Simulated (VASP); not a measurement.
Level of theory: PBEsol GGA, VASP's PBE PAW potentials (set 64) (plane waves; VASP).

VASP input:

File POSCAR:
```
Be3CdS4
1
    5.1026889409     0.0000000000    -0.0000000000
    0.0000000000     5.1026889409    -0.0000000000
   -0.0000000000    -0.0000000000     5.1026889409
Cd S Be
1 4 3
Direct
  1.0000000000   0.0000000000   1.0000000000
  0.2745759186   0.2745759186   0.2745759186
  0.7254240814   0.7254240814   0.2745759186
  0.7254240814   0.2745759186   0.7254240814
  0.2745759186   0.7254240814   0.7254240814
  0.5000000000   0.5000000000   1.0000000000
  0.5000000000   0.0000000000   0.5000000000
  0.0000000000   0.5000000000   0.5000000000
```

**KPOINTS**
```
Automatic mesh
0
Gamma
4 4 4
0 0 0
```

**INCAR**
```
SYSTEM = Be3CdS4
PREC = Accurate; ENCUT = 400; LREAL = .FALSE.
LASPH = .TRUE.
EDIFF = 1E-6; NELM = 100; ALGO = Normal
LMAXMIX = 4
ISMEAR = 0; SIGMA = 0.05
GGA = PS
IBRION = 2; NSW = 60; ISIF = 3
EDIFFG = -0.02
LWAVE = .FALSE.; LCHARG = .FALSE.
```

POTCAR, in this order: Cd S Be (PBE.64 set). Program: vasp_std.

Problem. What will the output report for the number of irreducible k-points (NKPTS), number of bands (NBANDS), largest plane-wave count, number of space-group operations, FFT grid (NGX, NGY, NGZ)?

Solution. 
```yaml
number of irreducible k-points (NKPTS): 10
number of bands (NBANDS): 26
largest_plane_wave_count: 2469
number_of_space_group_operations: 24
FFT grid (NGX, NGY, NGZ): 36 × 36 × 36
```

The structure was generated: Be3CdS4 was put into an ordered model structure (P-43m), which need not be its known phase. This run relaxes it. Symmetry was kept, so distortions that lower it aren't found. The start is the result of an earlier pass.
